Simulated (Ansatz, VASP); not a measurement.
# MnS (Alabandite): VASP beside Ansatz

Wanted: the spread between two codes on one cell, functional and k mesh.

Calculated with Ansatz 0.2.0; plane waves, with VASP 6.6.1 beside it; relaxation of cell and atoms at r2SCAN.

## (1) Set-up

Symmetry: Fm-3m, No. 225, cubic system. The conventional cell has a = 5.224 Å, b = 5.224 Å, c = 5.224 Å, α = 90.00°, β = 90.00°, γ = 90.00°. Nearest to Mn lie 6 S at 2.61 Å. Nearest to S lie 6 Mn at 2.61 Å. Farther neighbours and most contacts between anions are not listed.

Coordinates:

```cif
data_structure
_symmetry_space_group_name_H-M 'Fm-3m'
_symmetry_Int_Tables_number 225
_cell_length_a 5.2245
_cell_length_b 5.2245
_cell_length_c 5.2245
_cell_angle_alpha 90.000
_cell_angle_beta 90.000
_cell_angle_gamma 90.000
_cell_volume 142.60
loop_
_atom_site_label
_atom_site_type_symbol
_atom_site_symmetry_multiplicity
_atom_site_Wyckoff_symbol
_atom_site_fract_x
_atom_site_fract_y
_atom_site_fract_z
_atom_site_occupancy
Mn1 Mn 4 a 0.00000 0.00000 0.00000 1
S1 S 4 b 0.50000 0.00000 0.00000 1
```

## (2) VASP: relaxation of cell and atoms, r2SCAN

The relaxed volume is the usual yardstick between codes: its relative difference is about their pressure difference at one cell divided by the bulk modulus.

Lines of VASP's logs that name or quote its potential files are left out, and so is its time.

File INCAR:

```
SYSTEM = MnS
PREC = Accurate
ENCUT = 520
EDIFF = 1E-06
NELM = 100
ISMEAR = -1
SIGMA = 0.05
LREAL = .FALSE.
ALGO = Normal
METAGGA = R2SCAN
LASPH = .TRUE.
NBANDS = 19
ISPIN = 2
MAGMOM = 4 0
LMAXMIX = 4
LORBIT = 11
LWAVE = .FALSE.
LCHARG = .FALSE.
KPAR = 2
IBRION = 2
NSW = 60
ISIF = 3
EDIFFG = -0.01
```

File POSCAR:

```
MnS
1.0
    0.0000000000      2.6122500000      2.6122500000
    2.6122500000      0.0000000000      2.6122500000
    2.6122500000      2.6122500000      0.0000000000
Mn S
1 1
Direct
    0.0000000000      0.0000000000      0.0000000000
    0.5000000000      0.5000000000      0.5000000000
```

File KPOINTS:

```
Automatic mesh
0
Gamma
6 6 6
0 0 0
```

Potentials, in the order of the species: Mn_pv and S (PBE family, release 64).

Command:

```sh
mpirun -np 2 vasp_std
```

Numbers of over 12 decimals in the logs are rounded to 6 here.

Log:

```text
[banner, memory and clock lines left out]
running    2 mpi-ranks, on    1 nodes
 distrk:  each k-point on    1 cores,    2 groups
 distr:  one band on    1 cores,    1 groups

 POSCAR found type information on POSCAR MnS
 POSCAR found :  2 types and       2 ions
|                                                                             |
|               ----> ADVICE to this user running VASP <----                  |
|                                                                             |
|     You enforced a specific xc type in the INCAR file but a different       |
|     [... a line on the potential file left out ...]
|     I HOPE YOU KNOW WHAT YOU ARE DOING!                                     |
|                                                                             |

 LDA part: xc-table for (None), standard interpolation
 POSCAR, INCAR and KPOINTS ok, starting setup
 FFT: planning ... GRIDC
 FFT: planning ... GRID_SOFT
 FFT: planning ... GRID
 WAVECAR not read
 entering main loop
       N       E                     dE             d eps       ncg     rms          rms(c)
DAV:   1     0.142021055835E+03    0.14202E+03   -0.10510E+04  1216   0.107E+03
DAV:   2    -0.211667957707E+02   -0.16319E+03   -0.15407E+03  1290   0.298E+02
DAV:   3    -0.290311891859E+02   -0.78644E+01   -0.77724E+01  1402   0.717E+01
DAV:   4    -0.291372929522E+02   -0.10610E+00   -0.10600E+00  1362   0.842E+00
DAV:   5    -0.291390619217E+02   -0.17690E-02   -0.17689E-02  1349   0.115E+00    0.118E+01
DAV:   6    -0.247517771233E+02    0.43873E+01   -0.10182E+01  1300   0.366E+01    0.145E+01
DAV:   7    -0.248764192195E+02   -0.12464E+00   -0.80563E-01  1288   0.846E+00    0.820E+00
DAV:   8    -0.248715572742E+02    0.48619E-02   -0.11329E-01  1315   0.408E+00    0.459E+00
DAV:   9    -0.248756016897E+02   -0.40444E-02   -0.66280E-02  1293   0.268E+00    0.825E-01
DAV:  10    -0.248748470670E+02    0.75462E-03   -0.15379E-02  1317   0.142E+00    0.280E-01
DAV:  11    -0.248751827361E+02   -0.33567E-03   -0.90317E-04  1288   0.260E-01    0.153E-01
DAV:  12    -0.248752463877E+02   -0.63652E-04   -0.91092E-05  1365   0.113E-01    0.753E-02
DAV:  13    -0.248752639998E+02   -0.17612E-04   -0.12641E-05  1411   0.334E-02    0.504E-02
DAV:  14    -0.248752800973E+02   -0.16098E-04   -0.76993E-06  1258   0.288E-02    0.140E-02
DAV:  15    -0.248752821114E+02   -0.20141E-05   -0.23410E-06  1313   0.124E-02    0.573E-03
DAV:  16    -0.248752829995E+02   -0.88810E-06   -0.31472E-07   647   0.398E-03
   1 F= -.24875283E+02 E0= -.24874084E+02  d E =-.248753E+02  mag=     4.9688
 curvature:   0.00 expect dE= 0.000E+00 dE for cont linesearch  0.000E+00
 trial: gam= 0.00000 g(F)=  0.366E-65 g(S)=  0.730E-03 ort = 0.000E+00 (trialstep = 0.100E+01)
 search vector abs. value=  0.730E-03
 bond charge predicted
       N       E                     dE             d eps       ncg     rms          rms(c)
DAV:   1    -0.248874836913E+02   -0.12202E-01   -0.19089E-01  1291   0.566E+00    0.115E+00
DAV:   2    -0.248750241735E+02    0.12460E-01   -0.25934E-02  1306   0.239E+00    0.982E-01
DAV:   3    -0.248760699932E+02   -0.10458E-02   -0.29920E-03  1289   0.460E-01    0.259E-01
DAV:   4    -0.248758153728E+02    0.25462E-03   -0.29279E-04  1336   0.141E-01    0.150E-01
DAV:   5    -0.248757011703E+02    0.11420E-03   -0.12561E-04  1338   0.703E-02    0.755E-02
DAV:   6    -0.248757008355E+02    0.33478E-06   -0.47374E-05  1380   0.783E-02    0.476E-02
DAV:   7    -0.248756737002E+02    0.27135E-04   -0.18713E-05  1275   0.486E-02    0.633E-03
DAV:   8    -0.248756722873E+02    0.14129E-05   -0.55749E-07   820   0.644E-03    0.326E-03
DAV:   9    -0.248756719358E+02    0.35154E-06   -0.87779E-08   620   0.254E-03
   2 F= -.24875672E+02 E0= -.24874287E+02  d E =-.388936E-03  mag=     4.9631
 trial-energy change:   -0.000389  1 .order   -0.000303   -0.000730    0.000124
 step:   0.9062(harm=  0.8548)  dis= 0.00000  next Energy=   -24.875678 (dE=-0.395E-03)
 reached required accuracy - stopping structural energy minimisation
```

Parts of OUTCAR (step 2):

```text
ion  position               nearest neighbor table
   1  0.000  0.000  0.000-   2 2.61   2 2.61   2 2.61   2 2.61   2 2.61   2 2.61
   2  0.500  0.500  0.500-   1 2.61   1 2.61   1 2.61   1 2.61   1 2.61   1 2.61

  LATTYP: Found a face centered cubic cell.
 ALAT       =     5.2245000000

 Subroutine GETGRP returns: Found 48 space group operations
 (whereof 48 operations were pure point group operations)

The static configuration has the point symmetry O_h .

 Found     16 irreducible k-points:

   k-points           NKPTS =     16   k-points in BZ     NKDIM =     16   number of bands    NBANDS=     19

   dimension x,y,z NGX =    28 NGY =   28 NGZ =   28
   dimension x,y,z NGXF=    56 NGYF=   56 NGZF=   56

   ENCUT  =  520.0 eV  38.22 Ry    6.18 a.u.   6.87  6.87  6.87*2*pi/ulx,y,z

   NELECT =      19.0000    total number of electrons

 k-points in reciprocal lattice and weights: Automatic mesh
   0.00000000  0.00000000  0.00000000       0.005
   0.16666667  0.00000000  0.00000000       0.037
   0.33333333  0.00000000  0.00000000       0.037
   0.50000000  0.00000000  0.00000000       0.019
   0.16666667  0.16666667  0.00000000       0.028
   0.33333333  0.16666667  0.00000000       0.111
   0.50000000  0.16666667  0.00000000       0.111
  -0.33333333  0.16666667  0.00000000       0.111
  -0.16666667  0.16666667  0.00000000       0.056
[...]
-0.33333333  0.33333333  0.16666667       0.111
  -0.33333333  0.50000000  0.16666667       0.056

 average (electrostatic) potential at core
       1 -73.9041       2 -87.9636

 E-fermi :   6.6688

 spin component 1
 k-point     1 :       0.0000    0.0000    0.0000
  band No.  band energies     occupation
    ...
      8       2.6500      1.00000
      9       2.6500      1.00000
     10       4.5749      1.00000
     11       4.5749      1.00000
     12       4.5749      1.00000
     13       8.7138      0.00000
     14      15.4438      0.00000
     15      15.4438      0.00000
     16      15.4438      0.00000
     17      17.7227      0.00000
    ...

 k-point     2 :       0.1667    0.0000    0.0000
  band No.  band energies     occupation
    ...
      8       2.6943      1.00000
      9       2.6943      1.00000
     10       3.6473      1.00000
     11       5.2270      1.00000
     12       5.2270      1.00000
     13      10.0674      0.00000
     14      13.9940      0.00000
     15      15.0250      0.00000
     16      15.0250      0.00000
     17      16.9126      0.00000
    ...

 k-point     3 :       0.3333    0.0000    0.0000
  band No.  band energies     occupation
    ...
      8       2.9217      1.00000
      9       2.9217      1.00000
     10       3.4272      1.00000
     11       6.1928      0.99993
     12       6.1929      0.99993
     13      10.2727      0.00000
     14      13.1405      0.00000
     15      13.1405      0.00000
     16      14.5854      0.00000
     17      18.1476      0.00000
    ...

 k-point     4 :       0.5000    0.0000    0.0000
  band No.  band energies     occupation
    ...
      8       3.0418      1.00000
      9       3.0419      1.00000
     10       3.4835      1.00000
     11       6.6474      0.60521
     12       6.6475      0.60509
     13       9.7548      0.00000
     14      12.2758      0.00000
     15      12.2759      0.00000
     16      15.5423      0.00000
     17      19.3672      0.00000
    ...

 k-point     5 :       0.1667    0.1667    0.0000
  band No.  band energies     occupation
    ...
      8       2.4633      1.00000
      9       2.7062      1.00000
     10       4.4840      1.00000
     11       4.4840      1.00000
     12       4.6010      1.00000
     13      10.7283      0.00000
     14      13.8405      0.00000
     15      13.8541      0.00000
     16      15.4707      0.00000
     17      15.4707      0.00000
    ...

 k-point     6 :       0.3333    0.1667    0.0000
  band No.  band energies     occupation
    ...
      8       2.6915      1.00000
      9       2.9452      1.00000
     10       3.5791      1.00000
     11       4.8734      1.00000
     12       5.5587      1.00000
     13      10.9677      0.00000
     14      12.3829      0.00000
     15      13.7567      0.00000
     16      14.9454      0.00000
     17      16.9332      0.00000
    ...

  Total        0.0170556      0.0170556      0.0170556     -0.0000000      0.0000000     -0.0000000
  in kB        0.7720817      0.7720817      0.7720817     -0.0000000      0.0000000     -0.0000000
  external PRESSURE =       0.7720817 kB  Pullay stress =       0.0000000 kB

  energy-cutoff  :      520.00
  volume of cell :       35.39
      direct lattice vectors                 reciprocal lattice vectors
    -0.000000000  2.605922724  2.605922724    -0.191870617  0.191870617  0.191870617
     2.605922724  0.000000000  2.605922724     0.191870617 -0.191870617  0.191870617
     2.605922724  2.605922724  0.000000000     0.191870617  0.191870617 -0.191870617

 POSITION                                       TOTAL-FORCE (eV/Angst)
 -----------------------------------------------------------------------------------
      2.60592      2.60592      0.00000         0.000000     -0.000000     -0.000000
      2.60592      2.60592      2.60592        -0.000000      0.000000      0.000000
 -----------------------------------------------------------------------------------
    total drift:                                0.000000      0.000000      0.000000

  FREE ENERGIE OF THE ION-ELECTRON SYSTEM (eV)
  ---------------------------------------------------
  free  energy   TOTEN  =       -24.8756719358 eV

  energy  without entropy=      -24.8729028936  energy(sigma->0) =      -24.87428741

 reached required accuracy - stopping structural energy minimisation

 total charge
# of ion       s       p       d       tot
------------------------------------------
    1        0.219   6.160   4.898  11.277
    2        1.310   2.477   0.000   3.787
--------------------------------------------------
tot          1.529   8.638   4.898  15.065

 magnetization (x)
# of ion       s       p       d       tot
------------------------------------------
    1        0.050   0.037   4.401   4.488
    2        0.029   0.106   0.000   0.135
--------------------------------------------------
tot          0.080   0.143   4.401   4.623

[... 6 further parts left out ...]
```

Experiment finds antiferromagnetic order in this phase (below 150 K, arxiv:1108.4537), so this ferromagnetic run describes another state.

[end of part 1 of 2]

[Lines on the potential files, build, host, timing and source positions are cut from VASP's logs without a mark.]

[Logs are printed without paths, hosts, clocks, repeated set-up lines and the standing remarks that a program may print on its own settings, such as how far it seeks lower states.]

[Hosts, paths, dates, database ids (printed as entryN), source tags and the programs' standing remarks are cut or masked in the printed files.]
